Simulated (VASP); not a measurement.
An input for Quantum ESPRESSO's pw.x (written as the equivalent of a VASP run, and not itself run):

```
&CONTROL
  calculation = 'vc-relax'
  pseudo_dir = './pseudo'
  outdir = './out'
  tprnfor = .true.
  tstress = .true.
  nstep = 40
  forc_conv_thr = 0.00078
/
&SYSTEM
  ibrav = 0
  nat = 2
  ntyp = 2
  ecutwfc = 96
  occupations = 'smearing'
  smearing = 'methfessel-paxton'
  degauss = 0.00735
  input_dft = 'pbe'
/
&ELECTRONS
  conv_thr = 7.3e-08
  electron_maxstep = 100
/
&IONS
/
&CELL
  press = 50
/
ATOMIC_SPECIES
  Ti 47.867 Ti.upf
  Co 58.933 Co.upf
CELL_PARAMETERS angstrom
     2.9687361    0.0000000    0.0000000
     0.0000000    2.9687361    0.0000000
     0.0000000    0.0000000    2.9687361
ATOMIC_POSITIONS crystal
  Ti   0.0000000  0.0000000  0.0000000
  Co   0.5000000  0.5000000  0.5000000
K_POINTS automatic
  12 12 12 0 0 0
```

Task: Write the VASP files for the same calculation (PBE).

Result: This is not unique; one that fits is 
INCAR:
```
SYSTEM = TiCo
EDIFFG = -0.02   # ionic stop
ISMEAR = 1   # Methfessel-Paxton
PREC = Accurate
IBRION = 2   # conjugate gradients
LREAL = .False.   # projection in real space or not
LASPH = .True.
GGA = PE
SIGMA = 0.1
NELM = 100
LCHARG = .False.
NSW = 40
ISIF = 3   # ions, shape and volume
PSTRESS = 50   # kbar
EDIFF = 1E-6
LMAXMIX = 4   # l cut-off of mixed one-centre charges
ENCUT = 500   # plane-wave cut-off (eV)
ALGO = Normal
LWAVE = .False.
```

File POSCAR:
```
TiCo
1
    2.9687361399     0.0000000000     0.0000000000
    0.0000000000     2.9687361399     0.0000000000
    0.0000000000     0.0000000000     2.9687361399
Ti Co
1 1
Direct
  0.0000000000   0.0000000000   0.0000000000
  0.5000000000   0.5000000000   0.5000000000
```

File KPOINTS:
```
Automatic mesh
0
Gamma
12 12 12
0 0 0
```

POTCAR, in this order: Ti_sv Co (PBE.64 set). Program: vasp_std.

Limits of the translation: the potentials are each code's own (VASP's PAW set, PseudoDojo norm-conserving files in pw.x), so ENCUT and ecutwfc are chosen apart and not converted; conv_thr bounds pw.x's estimated SCF error, while EDIFF bounds the energy change between steps; forc_conv_thr acts on force components and is met together with etot_conv_thr.

The compound is TiCo in the CsCl type structure. This run relaxes it under an external pressure of 5 GPa. Symmetry was kept, so distortions that lower it aren't found.
